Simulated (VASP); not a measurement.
```
C
1.0
    0.00000     1.77910     1.76868
    1.75949     0.00000     1.76868
    1.75949     1.77910     0.00000
C
2
Cartesian
  0.00000   0.00000   0.00000
  0.92698   0.88955   0.88434
```

Calculation: PBE GGA, VASP's PBE PAW potentials (set 64) (plane waves; VASP 6.6.1). Settings: PREC = Normal, 520 eV cut-off, 11×11×11 Γ-centred mesh, Gaussian smearing of 0.050 eV, potentials C.

Task: Give the force on each atom (eV/Å).

Result: 
```json
[
 {"atom": "C1", "Fx": "1.845", "Fy": "0.000", "Fz": "0.000"},
 {"atom": "C2", "Fx": "-1.845", "Fy": "0.000", "Fz": "0.000"}
]
```

Task: Give the stress tensor in GPa (positive for a compressed cell).

Result: 
```
19.17   0.00   0.00
 0.00   9.31  -3.16
 0.00  -3.16  14.98
```
The pressure is its mean diagonal, 14.48 GPa.

The compound is C in the diamond structure. The cell was not relaxed at this level, atoms are displaced from their ideal sites. The run is one of a series of settings (PREC = Normal against the base run), some of them coarse on purpose.
